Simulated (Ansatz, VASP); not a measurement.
## Si5H4C5: VASP beside Ansatz

One calculation is typed for both programs; each brings its own data sets. How far apart do they land? The cell is taken from a series of runs on this material, whose earlier steps may have relaxed, scaled, displaced or heated it; both programs get it as it stands.

Calculated with Ansatz 0.2.0; plane waves, with VASP 6.6.1 beside it; G0W0 gap at LDA.

### Step 1. The structure

The cell holds 14 atoms: 5 Si, 5 C and 4 H. Cell: a = 3.083 Å, b = 4.360 Å, c = 40.300 Å, α = 90.0°, β = 90.0°, γ = 90.0°. It derives from SiC. Vacuum lies along c.

As a file:

```xyz
14
Lattice="3.0830 0.0000 0.0000 0.0000 4.3600 0.0000 0.0000 0.0000 40.3000" Properties=species:S:1:pos:R:3
Si    0.0000    0.0161   17.1131
Si    1.5415    2.1895   18.6247
Si    0.0000    0.0077   20.1500
Si    1.5415    2.1895   21.6753
Si    0.0000    0.0161   23.1869
C     0.0000    3.2692   18.6230
C     1.5415    1.0635   17.1306
C     0.0000    3.2692   21.6770
C     1.5415    1.0922   20.1500
C     1.5415    1.0635   23.1694
H     0.0000    3.5237   15.8698
H     1.5415    1.6921   16.2181
H     0.0000    3.5237   24.4302
H     1.5415    1.6921   24.0819
```

### Step 2. VASP: G0W0 gap, LDA

Quasiparticle shifts depend on high empty states and on the cores, so they are the hardest test of two PAW sets.

Lines of VASP's logs that name or quote its potential files are left out, and so is its time.

The run reads the wave functions of an earlier VASP run, which isn't shown here.

Input file INCAR:

```
SYSTEM = Si5H4C5
PREC = Accurate
ENCUT = 440
ISMEAR = 0
SIGMA = 0.01
LREAL = .FALSE.
GGA = CA
NBANDS = 344
ALGO = EVGW0
NELMGW = 1
ENCUTGW = 41
NOMEGA = 64
PRECFOCK = Fast
NBANDSGW = 30
LWAVE = .FALSE.
LCHARG = .FALSE.
```

Input file POSCAR:

```
Si5H4C5
1.0
    3.0829855660      0.0000000000      0.0000000000
    0.0000000000      4.3600000000      0.0000000000
    0.0000000000      0.0000000000     40.3000000000
Si C H
5 5 4
Direct
    0.0000000000      0.0036995783      0.4246430221
    0.5000000000      0.5021716496      0.4621514782
    0.0000000000      0.0017700295      0.5000000000
    0.5000000000      0.5021716496      0.5378485218
    0.0000000000      0.0036995783      0.5753569779
    0.0000000000      0.7498185438      0.4621094715
    0.5000000000      0.2439109964      0.4250771362
    0.0000000000      0.7498185438      0.5378905285
    0.5000000000      0.2505035906      0.5000000000
    0.5000000000      0.2439109964      0.5749228638
    0.0000000000      0.8081939934      0.3937910554
    0.5000000000      0.3881005136      0.4024334518
    0.0000000000      0.8081939934      0.6062089446
    0.5000000000      0.3881005136      0.5975665482
```

Input file KPOINTS:

```
Automatic mesh
0
Gamma
6 4 1
0 0 0
```

The projector-augmented-wave data sets are Si_GW, C_GW and H_GW (LDA family, release 64).

Launch:

```sh
> export OMP_NUM_THREADS=3
> mpirun -np 1 vasp_std
```

Numbers of over 12 decimals in the logs are rounded to 6 here.

Log:

```text
[banner, memory and clock lines left out]
running    1 mpi-ranks, on    1 nodes
 distrk:  each k-point on    1 cores,    1 groups
 distr:  one band on    1 cores,    1 groups
 Offloading initialized ...    1 GPUs detected
 POSCAR found type information on POSCAR SiC H
 POSCAR found :  3 types and      14 ions
|                                                                             |
|           W    W    AA    RRRRR   N    N  II  N    N   GGGG   !!!           |
|           W    W   A  A   R    R  NN   N  II  NN   N  G    G  !!!           |
|           W    W  A    A  R    R  N N  N  II  N N  N  G       !!!           |
|           W WW W  AAAAAA  RRRRR   N  N N  II  N  N N  G  GGG   !            |
|           WW  WW  A    A  R   R   N   NN  II  N   NN  G    G                |
|           W    W  A    A  R    R  N    N  II  N    N   GGGG   !!!           |
|                                                                             |
|     The default for ENCUTGWSOFT is different in this version of VASP.       |
|     please manually set ENCUTGWSOFT =41 in the INCAR file.                  |
|                                                                             |

 LDA part: xc-table for (Slater(with rela. corr.)+CA(PZ))
 , standard interpolation
 found WAVECAR, reading the header
 POSCAR, INCAR and KPOINTS ok, starting setup
 FFT: planning ... GRIDC
 FFT: planning ... GRID_SOFT
 FFT: planning ... GRID
 reading WAVECAR
 the WAVECAR file was read successfully
 initial charge from wavefunction
 available memory per node:   1627.40 GB, setting MAXMEM to   1666462

 The Fermi energy was updated, please check that it is located mid-gap
 values below the HOMO (VB) or above the LUMO (CB) will cause erroneous energies
 E-fermi :  -1.7346

 calculate exact exchange contribution
 the WAVEDER file was read successfully
energies w=
    0.000    0.000    0.387    0.000    0.773    0.000    1.158    0.000
    1.540    0.000    1.919    0.000    2.294    0.000    2.664    0.000
    3.031    0.000    3.392    0.000    3.748    0.000    4.100    0.000
    4.447    0.000    4.789    0.000    5.126    0.000    5.460    0.000
    5.791    0.000    6.118    0.000    6.443    0.000    6.766    0.000
    7.087    0.000    7.408    0.000    7.729    0.000    8.051    0.000
    8.374    0.000    8.699    0.000    9.028    0.000    9.361    0.000
    9.699    0.000   10.043    0.000   10.395    0.000   10.755    0.000
   11.124    0.000   11.506    0.000   11.900    0.000   12.309    0.000
   12.736    0.000   13.182    0.000   13.650    0.000   14.143    0.000
   14.665    0.000   15.220    0.000   15.812    0.000   16.448    0.000
   17.134    0.000   17.878    0.000   18.689    0.000   19.580    0.000
   20.564    0.000   21.659    0.000   22.887    0.000   24.277    0.000
   25.864    0.000   27.696    0.000   29.837    0.000   32.372    0.000
   35.425    0.000   39.170    0.000   43.872    0.000   49.949    0.000
   58.096    0.000   69.573    0.000   86.915    0.000  116.094    0.000
 responsefunction array rank=     336
 LDA part: xc-table for (Slater(with rela. corr.)+CA(PZ))
 , standard interpolation

 min. memory requirement per mpi rank   2181.8 MB, per node   2181.8 MB

 allocating  64 responsefunctions rank=   336
 shmem allocating  64 responsefunctions rank=   336
 response function shared by NCSHMEM nodes    1
 Doing            64  frequencies on each core in blocks of            64
NQ=   1    0.0000    0.0000    0.0000,
|.........|.........|.........|.........|.........|.........|.........|.........
 performed        587000 updates of chi_q(r,r)
 total number of BLAS operations        521.37 Gflops
NQ=   2    0.1667    0.0000    0.0000,
|.........|.........|.........|.........|.........|.........|.........|.........
 performed       1339000 updates of chi_q(r,r)
 total number of BLAS operations       1165.36 Gflops
NQ=   3    0.3333    0.0000    0.0000,
|.........|.........|.........|.........|.........|.........|.........|.........
 performed       2091000 updates of chi_q(r,r)
 total number of BLAS operations       1833.21 Gflops
NQ=   4    0.5000    0.0000    0.0000,
|.........|.........|.........|.........|.........|.........|.........|.........
 performed       2678000 updates of chi_q(r,r)
 total number of BLAS operations       2279.23 Gflops
NQ=   5    0.0000    0.2500    0.0000,
|.........|.........|.........|.........|.........|.........|.........|.........
 performed       3348000 updates of chi_q(r,r)
 total number of BLAS operations       2873.84 Gflops
NQ=   6    0.1667    0.2500    0.0000,
|.........|.........|.........|.........|.........|.........|.........|.........
 performed       4183000 updates of chi_q(r,r)
 total number of BLAS operations       3592.84 Gflops
NQ=   7    0.3333    0.2500    0.0000,
|.........|.........|.........|.........|.........|.........|.........|.........
 performed       5018000 updates of chi_q(r,r)
 total number of BLAS operations       4247.58 Gflops
NQ=   8    0.5000    0.2500    0.0000,
|.........|.........|.........|.........|.........|.........|.........|.........
 performed       5688000 updates of chi_q(r,r)
 total number of BLAS operations       4756.25 Gflops
NQ=   9    0.0000    0.5000    0.0000,
|.........|.........|.........|.........|.........|.........|.........|.........
 performed       6275000 updates of chi_q(r,r)
 total number of BLAS operations       5287.06 Gflops
NQ=  10    0.1667    0.5000    0.0000,
|.........|.........|.........|.........|.........|.........|.........|.........
 performed       7027000 updates of chi_q(r,r)
 total number of BLAS operations       5950.90 Gflops
NQ=  11    0.3333    0.5000    0.0000,
|.........|.........|.........|.........|.........|.........|.........|.........
 performed       7779000 updates of chi_q(r,r)
 total number of BLAS operations       6544.71 Gflops
NQ=  12    0.5000    0.5000    0.0000,
|.........|.........|.........|.........|.........|.........|.........|.........
 performed       8366000 updates of chi_q(r,r)
 total number of BLAS operations       7038.27 Gflops
 resolving degeneracies of screened two electron integrals

 calculate QP shifts <psi_nk| G(iteration)W_0 |psi_nk>: iteration 1
 entering main loop
```

From OUTCAR (step 2):

```text
ion  position               nearest neighbor table
   1  0.000  0.004  0.425-  11 1.51   7 1.86   7 1.86   6 1.87   3 3.04   2 3.06   2 3.06   2 3.07
                             2 3.07
   2  0.500  0.502  0.462-   7 1.87   9 1.88   6 1.88   6 1.88   4 3.05   1 3.06   1 3.06   1 3.07
                             1 3.07   3 3.07   3 3.07   3 3.08   3 3.08
   3  0.000  0.002  0.500-   6 1.88   8 1.88   9 1.88   9 1.88   1 3.04   5 3.04   4 3.07   2 3.07
                             4 3.07   2 3.07   4 3.08   4 3.08   2 3.08   2 3.08
   4  0.500  0.502  0.538-  10 1.87   9 1.88   8 1.88   8 1.88   2 3.05   5 3.06   5 3.06   5 3.07
                             5 3.07   3 3.07   3 3.07   3 3.08   3 3.08
   5  0.000  0.004  0.575-  13 1.51  10 1.86  10 1.86   8 1.87   3 3.04   4 3.06   4 3.06   4 3.07
                             4 3.07
   6  0.000  0.750  0.462-   1 1.87   3 1.88   2 1.88   2 1.88
   7  0.500  0.244  0.425-  12 1.11   1 1.86   1 1.86   2 1.87
   8  0.000  0.750  0.538-   5 1.87   3 1.88   4 1.88   4 1.88
   9  0.500  0.251  0.500-   2 1.88   4 1.88   3 1.88   3 1.88
  10  0.500  0.244  0.575-  14 1.11   5 1.86   5 1.86   4 1.87
  11  0.000  0.808  0.394-   1 1.51
  12  0.500  0.388  0.402-   7 1.11
  13  0.000  0.808  0.606-   5 1.51
  14  0.500  0.388  0.598-  10 1.11

  LATTYP: Found a simple orthorhombic cell.
 ALAT       =     3.0829855660
 B/A-ratio  =     1.4142135624
 C/A-ratio  =    13.0717446246

 Subroutine GETGRP returns: Found  4 space group operations
 (whereof  4 operations were pure point group operations)

The static configuration has the point symmetry C_2v.

 Found     12 irreducible k-points:

   k-points           NKPTS =     12   k-points in BZ     NKDIM =     24   number of bands    NBANDS=    344

   dimension x,y,z NGX =    24 NGY =   30 NGZ =  280
   dimension x,y,z NGXF=    48 NGYF=   60 NGZF=  560

   ENCUT  =  440.0 eV  32.34 Ry    5.69 a.u.   5.27  7.46 68.93*2*pi/ulx,y,z

   NELECT =      44.0000    total number of electrons

  energy-cutoff  :      440.00
  volume of cell :      541.71
      direct lattice vectors                 reciprocal lattice vectors
     3.082985566  0.000000000  0.000000000     0.324360909  0.000000000  0.000000000
     0.000000000  4.360000000  0.000000000     0.000000000  0.229357798  0.000000000
     0.000000000  0.000000000 40.300000000     0.000000000  0.000000000  0.024813896

 k-points in reciprocal lattice and weights: Automatic mesh
   0.00000000  0.00000000  0.00000000       0.042
   0.16666667  0.00000000  0.00000000       0.083
   0.33333333  0.00000000  0.00000000       0.083
   0.50000000  0.00000000  0.00000000       0.042
   0.00000000  0.25000000  0.00000000       0.083
   0.16666667  0.25000000  0.00000000       0.167
   0.33333333  0.25000000  0.00000000       0.167
   0.50000000  0.25000000  0.00000000       0.083
   0.00000000  0.50000000  0.00000000       0.042
   0.16666667  0.50000000  0.00000000       0.083
   0.33333333  0.50000000  0.00000000       0.083
   0.50000000  0.50000000  0.00000000       0.042

 E-fermi :  -1.7346

 QP shifts <psi_nk| G(iteration)W_0 |psi_nk>: iteration 1
 for sc-GW calculations column KS-energies equals QP-energies in previous step
 and V_xc(KS)=  KS-energies - (<T + V_ion + V_H > + <T+V_H+V_ion>^1  + <V_x>^1)
 k-point   1 :       0.0000    0.0000    0.0000
  band No.  KS-energies  QP-energies   sigma(KS)   V_xc(KS)     V^pw_x(r,r')   Z            occupation Imag(sigma)
    ...
     19      -3.2735      -3.5130     -14.5735     -14.2794     -16.9299       0.8144       2.0000       0.0317
     20      -3.1826      -3.5883     -14.6335     -14.1365     -17.0050       0.8162       2.0000       0.0321
     21      -3.0704      -3.2089     -15.0492     -14.8789     -17.5044       0.8135       2.0000       0.0324
     22      -2.7365      -2.7897     -15.0579     -14.9926     -17.4525       0.8159       2.0000       0.0316
     23      -0.5954       0.7035      -8.9054     -10.4559      -5.9178       0.8377       0.0000      -0.0313
     24       0.9230       2.3416      -8.4171     -10.1104      -5.3675       0.8378       0.0000      -0.0343
     25       1.3213       2.3861      -5.8686      -7.0979      -3.3336       0.8662       0.0000      -0.0295
     26       1.7822       2.5732      -4.4937      -5.3916      -2.3702       0.8810       0.0000      -0.0274
    ...

 k-point   2 :       0.1667    0.0000    0.0000
  band No.  KS-energies  QP-energies   sigma(KS)   V_xc(KS)     V^pw_x(r,r')   Z            occupation Imag(sigma)
    ...
     19      -4.1929      -4.5284     -14.5826     -14.1663     -17.1755       0.8061       2.0000       0.0362
     20      -4.0146      -4.2991     -14.6944     -14.3422     -17.2846       0.8079       2.0000       0.0360
     21      -3.6806      -3.9951     -14.5126     -14.1248     -16.9719       0.8110       2.0000       0.0337
     22      -3.2411      -3.6408     -14.6963     -14.2058     -17.0979       0.8147       2.0000       0.0323
     23       0.5190       1.8377      -8.1904      -9.7568      -5.2658       0.8419       0.0000      -0.0328
     24       1.6867       2.8597      -6.4793      -7.8514      -3.8767       0.8548       0.0000      -0.0328
     25       2.1517       3.4402      -7.2626      -8.7817      -4.4596       0.8482       0.0000      -0.0342
     26       2.2559       3.7099      -8.0642      -9.8052      -4.8779       0.8351       0.0000      -0.0385
    ...

 k-point   3 :       0.3333    0.0000    0.0000
  band No.  KS-energies  QP-energies   sigma(KS)   V_xc(KS)     V^pw_x(r,r')   Z            occupation Imag(sigma)
    ...
     19      -5.1725      -5.5851     -14.2764     -13.7604     -17.0822       0.7993       2.0000       0.0410
     20      -5.1043      -5.6681     -14.2783     -13.5726     -17.0366       0.7990       2.0000       0.0411
     21      -4.8206      -5.6094     -14.0994     -13.1162     -16.6719       0.8023       2.0000       0.0404
     22      -3.6154      -4.0151     -14.6600     -14.1675     -17.1423       0.8119       2.0000       0.0333
     23       0.2723       1.6744      -9.0225     -10.7036      -5.9057       0.8341       0.0000      -0.0330
     24       0.2760       1.7038      -9.2953     -11.0116      -6.2248       0.8319       0.0000      -0.0331
     25       1.6474       3.0667      -8.1746      -9.8673      -5.1138       0.8385       0.0000      -0.0355
     26       1.9293       3.5376      -9.2062     -11.1560      -5.9717       0.8249       0.0000      -0.0399
    ...

 k-point   4 :       0.5000    0.0000    0.0000
  band No.  KS-energies  QP-energies   sigma(KS)   V_xc(KS)     V^pw_x(r,r')   Z            occupation Imag(sigma)
    ...
     19      -5.7090      -6.1486     -14.2074     -13.6533     -17.1521       0.7934       2.0000       0.0442
     20      -5.5606      -6.7597     -13.5668     -12.0582     -16.0996       0.7948       2.0000       0.0459
     21      -4.5852      -4.9726     -14.5168     -14.0351     -17.2393       0.8044       2.0000       0.0374
     22      -4.3714      -4.9274     -14.1556     -13.4667     -16.6754       0.8071       2.0000       0.0359
     23      -0.7327       0.5708      -9.0053     -10.5637      -6.0001       0.8364       0.0000      -0.0313
     24      -0.1803       1.1823      -9.4979     -11.1318      -6.5634       0.8340       0.0000      -0.0306
     25       0.9734       2.4187      -8.5026     -10.2389      -5.3310       0.8324       0.0000      -0.0367
     26       2.0072       3.6311      -9.2545     -11.2098      -5.9611       0.8305       0.0000      -0.0368
    ...

[... 4 further parts left out ...]
```

(Part 1 of 2 ends here.)

[Lines on the potential files, build, host, timing and source positions are cut from VASP's logs without a mark.]

[Logs are printed without paths, hosts, clocks, repeated set-up lines and the standing remarks that a program may print on its own settings, such as how far it seeks lower states.]

[Hosts, paths, dates, database ids (printed as entryN), source tags and the programs' standing remarks are cut or masked in the printed files.]
